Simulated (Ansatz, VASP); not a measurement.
**NbCu: VASP beside Ansatz**

INCAR

```
PREC = Accurate ; ENCUT = 520
EDIFF = 1E-7 ; ISMEAR = -1
SIGMA = 0.05 ; LREAL = F
LASPH = T ; NELM = 100
ALGO = Normal ; ISIF = 2
LWAVE = F ; LCHARG = F
GGA = PE ; NBANDS = 19
```

File KPOINTS:

```
regular mesh
0
Gamma
  9 9 9
```

File POSCAR:

```
NbCu
1.0
    0.0000000000      2.5791787727      2.5791787727
    2.5791787727      0.0000000000      2.5791787727
    2.5791787727      2.5791787727      0.0000000000
Nb Cu
1 1
Direct
    0.0000000000      0.0000000000      0.0000000000
    0.5000000000      0.5000000000      0.5000000000
```

input.yaml

```yaml
crystal:
  lattice:
    - [0.0, 2.5791787727, 2.5791787727]
    - [2.5791787727, 0.0, 2.5791787727]
    - [2.5791787727, 2.5791787727, 0.0]
  atoms:
    - { symbol: Nb, position: [0.0, 0.0, 0.0] }
    - { symbol: Cu, position: [0.5, 0.5, 0.5] }
hamiltonian:
  xc: pbe
  pseudopotentials: { kind: paw }
kpoints:
  mp_grid: { grid: [9, 9, 9] }
scf:
  occupations: { method: fermi_dirac, width: 0.05 }
output:
  forces: true
  stress: true
  eigenvalues: true
```

Change from the starting cell: volume scaled by 1.02.

Alike in both runs: task single point; functional PBE; k mesh 9 × 9 × 9; occupations fermi-dirac, width 0.05 eV; no spin polarisation.

|  | VASP | Ansatz |
| --- | --- | --- |
| version | VASP 6.6.1 | Ansatz 0.2.0 |
| potentials or method | VASP PAW PBE potentials, release 64 (Nb_sv, Cu) | Ansatz PAW |
| plane-wave cutoff (eV) | 520 | 420 |
| valence electrons in the cell | 24 | 32 |

```csv
,VASP,Ansatz,Ansatz less VASP
gap on the k mesh at the Fermi level (eV),none,none,-
pressure (GPa),-2.7,-2.7,+0.01
```

A gap of «none» marks a metal or a gap that the smearing closes. The functional is the same, so the differences come from potentials, cutoffs and numerics. The two sets of potentials don't hold the same shells in valence.
